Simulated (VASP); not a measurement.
# BPt (I4/mmm) in VASP: settings compared

One crystal, BPt, is run at these levels: r2SCAN, SCAN, r2SCAN+D3(BJ); tasks: relaxation of cell and atoms.

All numbers are computed with VASP 6.6.1; they aren't measurements. Logs are shortened: lines on timing, memory, paths and dates and some standing lists are left out, and cuts for length are marked.

**1. The crystal as given**

The structure is tetragonal, space group I4/mmm (No. 139). The conventional cell has a = 3.223 Å, b = 3.223 Å, c = 4.503 Å, α = 90.00°, β = 90.00°, γ = 90.00°. B (site symmetry 4/mmm) is surrounded by 6 Pt at 2.25 to 2.28 Å. Pt (site symmetry 4/mmm) is surrounded by 6 B at 2.25 to 2.28 Å.

The cell was built by a generator and needn't be a form met in nature.

**2. Relaxation of cell and atoms, r2SCAN**

The input, INCAR:

```
SYSTEM = BPt
  PREC = Accurate
  ENCUT = 600
  EDIFF = 1E-6
  ISMEAR = 0
  SIGMA = 0.05
  LREAL = .False.
  LASPH = .True.
  NELM = 100
  ALGO = Normal
  ISIF = 3
  LWAVE = .False.
  LCHARG = .False.
  METAGGA = R2SCAN
  LMIXTAU = .True.
  IBRION = 2
  NSW = 40
  EDIFFG = -0.005
```

The input, KPOINTS:

```
regular mesh
0
Gamma
  12 12 12
  0 0 0
```

The input, POSCAR:

```
BPt
1.0
   -1.6113195500      1.6113195500      2.2516265200
    1.6113195500     -1.6113195500      2.2516265200
    1.6113195500      1.6113195500     -2.2516265200
B Pt
1 1
Direct
    0.5000000000      0.5000000000      0.0000000000
    0.0000000000      0.0000000000      0.0000000000
```

Potentials or basis: VASP PAW PBE potentials, release 64 (B, Pt).

Started as:

```bash
> cat potpaw_PBE.64/B/POTCAR potpaw_PBE.64/Pt/POTCAR > POTCAR
> mpirun -np 1 vasp_std > vasp.out
```

OUTCAR:

```text
SYSTEM = BPt
   PREC = Accurate
   ENCUT = 600
   EDIFF = 1E-6
   ISMEAR = 0
   LREAL = .False.
   LASPH = .True.
   NELM = 100
   ISIF = 3
   METAGGA = R2SCAN
   IBRION = 2
   NSW = 40
   EDIFFG = -0.005

 ion  position               nearest neighbor table
   1  0.500  0.500  0.000-   2 2.25   2 2.25   2 2.28   2 2.28   2 2.28   2 2.28
   2  0.000  0.000  0.000-   1 2.25   1 2.25   1 2.28   1 2.28   1 2.28   1 2.28

  LATTYP: Found a body centered tetragonal cell.
 ALAT       =     3.2226391000
 C/A-ratio  =     1.3973805010

  Lattice vectors:

 A1 = (  -1.6113195500,   1.6113195500,   2.2516265200)
 A2 = (   1.6113195500,  -1.6113195500,   2.2516265200)
 A3 = (   1.6113195500,   1.6113195500,  -2.2516265200)

Analysis of symmetry for initial positions (statically):
=====================================================================
 Subroutine PRICEL returns:
 Original cell was already a primitive cell.

 Routine SETGRP: Setting up the symmetry group for a
 body centered tetragonal supercell.

 Subroutine GETGRP returns: Found 16 space group operations
 (whereof 16 operations were pure point group operations)
 out of a pool of 16 trial point group operations.

The static configuration has the point symmetry D_4h.

Analysis of symmetry for dynamics (positions and initial velocities):
=====================================================================
 Subroutine PRICEL returns:
 Original cell was already a primitive cell.

 Routine SETGRP: Setting up the symmetry group for a
 body centered tetragonal supercell.

 Subroutine GETGRP returns: Found 16 space group operations
 (whereof 16 operations were pure point group operations)
 out of a pool of 16 trial point group operations.

The dynamic configuration has the point symmetry D_4h.

 Subroutine INISYM returns: Found 16 space group operations
 (whereof 16 operations are pure point group operations),
 and found     1 'primitive' translations

----------------------------------------------------------------------------------------

                                     Primitive cell

  volume of cell :      23.3840

  direct lattice vectors                    reciprocal lattice vectors
    -1.611319550  1.611319550  2.251626520     0.000000000  0.310304682  0.222061694
     1.611319550 -1.611319550  2.251626520     0.310304682  0.000000000  0.222061694
     1.611319550  1.611319550 -2.251626520     0.310304682  0.310304682  0.000000000

  length of vectors
     3.203517343  3.203517343  3.203517343     0.381576194  0.381576194  0.438837089

  position of ions in fractional coordinates (direct lattice)
     0.500000000  0.500000000  0.000000000
     0.000000000  0.000000000  0.000000000

  ion indices of the primitive-cell ions
   primitive index   ion index
                 1           1
                 2           2

----------------------------------------------------------------------------------------

 KPOINTS: regular mesh

Automatic generation of k-mesh.
 Grid dimensions read from file:
 generate k-points for:   12   12   12

 Generating k-lattice:

  Cartesian coordinates                     Fractional coordinates (reciprocal lattice)
     0.000000000  0.025858723  0.018505141     0.083333333  0.000000000  0.000000000
     0.025858723  0.000000000  0.018505141     0.000000000  0.083333333  0.000000000
     0.025858723  0.025858723  0.000000000     0.000000000  0.000000000  0.083333333

  Length of vectors
     0.031798016  0.031798016  0.036569757

  Shift w.r.t. Gamma in fractional coordinates (k-lattice)
     0.000000000  0.000000000  0.000000000

 Subroutine IBZKPT returns following result:
 ===========================================

 Found    163 irreducible k-points:

 Following reciprocal coordinates:
            Coordinates               Weight
  0.000000  0.000000  0.000000      1.000000
  0.083333  0.000000 -0.000000      8.000000
  0.166667  0.000000  0.000000      8.000000
  0.250000  0.000000 -0.000000      8.000000
  0.333333 -0.000000  0.000000      8.000000
  0.416667  0.000000 -0.000000      8.000000
[... 16 lines left out ...]
  0.500000  0.166667 -0.000000     16.000000
 -0.416667  0.166667  0.000000     16.000000
 [... further k-points ...]
   k-points           NKPTS =    163   k-points in BZ     NKDIM =    163   number of bands    NBANDS=     10
   number of dos      NEDOS =    301   number of ions     NIONS =      2
   total plane-waves  NPLWV =  21952
   dimension x,y,z NGX =    28 NGY =   28 NGZ =   28
   dimension x,y,z NGXF=    56 NGYF=   56 NGZF=   56
   ions per type =               1   1
   NGX,Y,Z   is equivalent  to a cutoff of  14.53, 14.53, 14.53 a.u.
   NGXF,Y,Z  is equivalent  to a cutoff of  29.06, 29.06, 29.06 a.u.
 SYSTEM =  BPt
   PREC   = accura    normal or accurate (medium, high low for compatibility)
   ISTART =      0    job   : 0-new  1-cont  2-samecut
   ICHARG =      2    charge: 1-file 2-atom 10-const
   ISPIN  =      1    spin polarized calculation?
   LNONCOLLINEAR =      F non collinear calculations
   LSORBIT =      F    spin-orbit coupling
   LASPH  =      T    aspherical Exc in radial PAW
   ENCUT  =  600.0 eV  44.10 Ry    6.64 a.u.   6.40  6.40  6.40*2*pi/ulx,y,z
   NELM   =    100;   NELMIN=  2; NELMDL= -5     # of ELM steps
   EDIFF  = 0.1E-05   stopping-criterion for ELM
   LREAL  =      F    real-space projection
   EDIFFG = -.5E-02   stopping-criterion for IOM
   NSW    =     40    number of steps for IOM
   IBRION =      2    ionic relax: 0-MD 1-quasi-New 2-CG
   NFREE  =      1    steps in history (QN), initial steepest desc. (CG)
   ISIF   =      3    stress and relaxation
   ISYM   =      2    0-nonsym 1-usesym 2-fastsym
   POTIM  = 0.5000    time-step for ionic-motion
   TEBEG  =    0.0;   TEEND  =   0.0 temperature during run
   PSTRESS=    0.0 pullay stress
   NELECT =      13.0000    total number of electrons
   NUPDOWN=      -1.0000    fix difference up-down
   EMIN   =  10.00;   EMAX   =-10.00  energy-range for DOS
   EFERMI =   0.00;   METHOD = LEGACY
   ISMEAR =     0;   SIGMA  =   0.05  broadening in eV -4-tet -1-fermi 0-gaus
   EFERMI_NEDOS =   21; number of points for ismear=-14 and -15
   IALGO  =     38    algorithm
   IMIX   =      4    mixing-type and parameters
     AMIX     =   0.40;   BMIX     =  1.00
     AMIX_MAG =   1.60;   BMIX_MAG =  1.00
  volume/ion in A,a.u.               =      11.69        78.90
  Fermi-wavevector in a.u.,A,eV,Ry     =   1.346117  2.543792 24.654168  1.812030
  Thomas-Fermi vector in A             =   2.473975
   LORBIT       =      0    0 simple, 1 ext, 2 COOP (PROOUT), +10 PAW based schemes
   METAGGA = R2SCAN    functional components
   LHFCALC =     F    Hartree Fock is set to
   AEXX    =    0.0000 exact exchange contribution
   IVDW    =     0    specifies the selected vdW correction
   LEPSILON=     F    determine dielectric tensor
   LRPA    =     F    only Hartree local field effects (RPA)
 conjugate gradient relaxation of ions
 non-spin polarized calculation
 Gauss-broadening in eV      SIGMA  =   0.05
  energy-cutoff  :      600.00
  volume of cell :       23.38
 maximum number of plane-waves:       801
 NGX is ok and might be reduce to    28
   NGX = 13   NGY = 13   NGZ = 13

--------------------------------------- Ionic step        1  -------------------------------------------

 number of electron      12.9999999 magnetization

 Free energy of the ion-electron system (eV)
  ---------------------------------------------------
  ext. energy  EPLUGINS =         0.00000000
  ---------------------------------------------------
  free energy    TOTEN  =       -58.21979719 eV

  energy without entropy =      -58.21839582  energy(sigma->0) =      -58.21909651

------------------------ aborting loop because EDIFF is reached ----------------------------------------

  FORCE on cell =-STRESS in cart. coord.  units (eV):
  Direction    XX          YY          ZZ          XY          YZ          ZX
  --------------------------------------------------------------------------------------
  -------------------------------------------------------------------------------------
  Total       -0.5459734     -0.5459734     -0.2044523      0.0000000      0.0000000      0.0000000
  in kB      -37.4078147    -37.4078147    -14.0082148      0.0000000      0.0000000      0.0000000
  external PRESSURE =     -29.6079481 kB  Pullay stress =       0.0000000 kB
[... 21 lines left out ...]
  energy  without entropy=      -58.2183958248  energy(sigma->0) =      -58.21909651

--------------------------------------- Ionic step        2  -------------------------------------------

 number of electron      13.0000000 magnetization

 E-fermi :  10.1066     XC(G=0): -13.9061

 val. band max:       10.1053327231   @ k =  -0.1667   0.3333   0.1667
 cond. band min:      10.1620521486   @ k =   0.3333   0.3333   0.1667
 fundamental gap:      0.0567194256
 Fermi energy:        10.1065804795

 k-point     1 :       0.0000    0.0000    0.0000
  band No.  band energies     occupation
      1      -3.4285      2.00000
      2       5.4388      2.00000
      3       5.4388      2.00000
      4       5.4742      2.00000
      5       6.2027      2.00000
      6       6.2164      2.00000
      7      12.4585      0.00000
      8      12.4637      0.00000
      9      12.4637      0.00000
     10      22.5976      0.00000
[... 476 lines left out ...]
  energy  without entropy=      -58.2227248611  energy(sigma->0) =      -58.22337953

--------------------------------------- Ionic step        7  -------------------------------------------

 number of electron      12.9999999 magnetization

 Free energy of the ion-electron system (eV)
  ---------------------------------------------------
  ext. energy  EPLUGINS =         0.00000000
  ---------------------------------------------------
  free energy    TOTEN  =       -58.22404451 eV

  energy without entropy =      -58.22273738  energy(sigma->0) =      -58.22339095

 E-fermi :   9.7857     XC(G=0): -13.7899

 val. band max:        9.7788707294   @ k =  -0.1667   0.3333   0.1667
 cond. band min:       9.8610246095   @ k =   0.3333   0.3333   0.1667
 fundamental gap:      0.0821538801
 Fermi energy:         9.7856702739

 k-point     1 :       0.0000    0.0000    0.0000
  band No.  band energies     occupation
      1      -3.5274      2.00000
      2       5.2607      2.00000
      3       5.2607      2.00000
      4       5.2611      2.00000
      5       5.9897      2.00000
      6       5.9899      2.00000
      7      12.1776      0.00000
      8      12.1776      0.00000
      9      12.1776      0.00000
     10      22.0145      0.00000
[... 328 lines left out ...]
  FREE ENERGIE OF THE ION-ELECTRON SYSTEM (eV)
  ---------------------------------------------------
  free  energy   TOTEN  =       -58.2240445085 eV

  energy  without entropy=      -58.2227373843  energy(sigma->0) =      -58.22339095

 reached required accuracy - stopping structural energy minimisation
```

It took 15 min on 1 thread of Intel Xeon Platinum 8488C (Sapphire Rapids), shared host; peak memory 0.22 GiB.

What came out:

```yaml
Free_energy: -58.2240 eV
Relaxed_volume: 11.55 Å³/atom
Relaxed_cell: a = 3.196 Å, b = 3.196 Å, c = 3.196 Å, α = 120.00°, β = 120.00°, γ = 90.00°
Space_group_after_relaxing_to_0.05_Å: Fm-3m (No. 225)
Energy_gained_by_relaxing: 2.1 meV/atom
Ionic_steps: 7
Pressure_after_relaxing: 0.0 GPa
Band_gap_on_the_k_mesh: none (metal or under the smearing width)
```

Step by step:
```csv
step,energy change (eV),largest force (eV/Å),pressure (GPa),volume (Å³)
1,0.0000,0.0000,-2.96,23.38
2,0.0025,0.0000,4.98,22.66
3,-0.0035,0.0000,0.34,23.06
4,-0.0042,0.0000,0.16,23.08
5,-0.0042,0.0000,0.12,23.08
6,-0.0042,0.0000,-0.19,23.11
7,-0.0042,0.0000,0.02,23.09
```

Final structure:
```cif
data_structure
_symmetry_space_group_name_H-M 'P 1'
_symmetry_Int_Tables_number 1
_cell_length_a 3.1963
_cell_length_b 3.1963
_cell_length_c 3.1963
_cell_angle_alpha 119.999
_cell_angle_beta 119.999
_cell_angle_gamma 90.002
_cell_volume 23.09
loop_
_atom_site_label
_atom_site_type_symbol
_atom_site_fract_x
_atom_site_fract_y
_atom_site_fract_z
_atom_site_occupancy
B1 B 0.50000 0.50000 0.00000 1
Pt1 Pt 0.00000 0.00000 0.00000 1
```

Levels at points of the mesh, in eV from the Fermi level:
| k point | band 3 | band 4 | band 5 | band 6 | band 7 | band 8 | band 9 | band 10 |
| --- | --- | --- | --- | --- | --- | --- | --- | --- |
| (0.00, 0.00, 0.00) | -4.52 | -4.52 | -3.80 | -3.80 | 2.39 | 2.39 | 2.39 | 12.23 |
| (0.50, 0.00, 0.00) | -6.31 | -6.31 | -2.52 | -2.52 | -0.71 | 8.01 | 8.11 | 8.11 |
| (0.50, 0.50, 0.00) | -4.60 | -2.86 | -1.98 | -1.98 | -0.31 | -0.31 | 1.48 | 7.24 |
| (0.50, 0.50, 0.50) | -4.60 | -2.86 | -1.98 | -1.98 | -0.31 | -0.31 | 1.49 | 7.24 |

Caveat: the PAW data sets were made with another functional, which shifts forces and pressure a little. The run has no spin-orbit coupling, so splittings on Pt are missing.

(Continued in part 2 of 2.)
